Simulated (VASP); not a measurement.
Consider the following.

```xyz
2
Lattice="2.8189 0.0000 0.0000 0.0000 2.8189 0.0000 0.0000 0.0000 2.8189" Properties=species:S:1:pos:R:3 pbc="T T T"
Yb     0.0000     0.0000     0.0000
N      1.4095     1.4095     1.4095
```

Computed with PBE GGA, VASP's PBE PAW potentials (set 64) (plane waves; VASP). Numerical set-up: 520 eV cut-off, 8×8×8 Γ-centred mesh, Gaussian smearing of 0.050 eV, potentials Yb_3 N.

The 4f electrons are frozen in the core of the lanthanide potential, so 4f levels, which can set the real gap, and their magnetism are missing.

Give the stress tensor in GPa (positive for a compressed cell).

```
23.98   0.00   0.00
 0.00  23.98   0.00
 0.00   0.00  23.98
```
The pressure is its mean diagonal, 23.98 GPa.

The structure was generated: YbN was put into the CsCl type (Pm-3m), which need not be its known phase. The cell was not relaxed at this level. The run is one of a series of settings (POTCAR Yb_3 N (PBE.64 set) against the base run), some of them coarse on purpose.
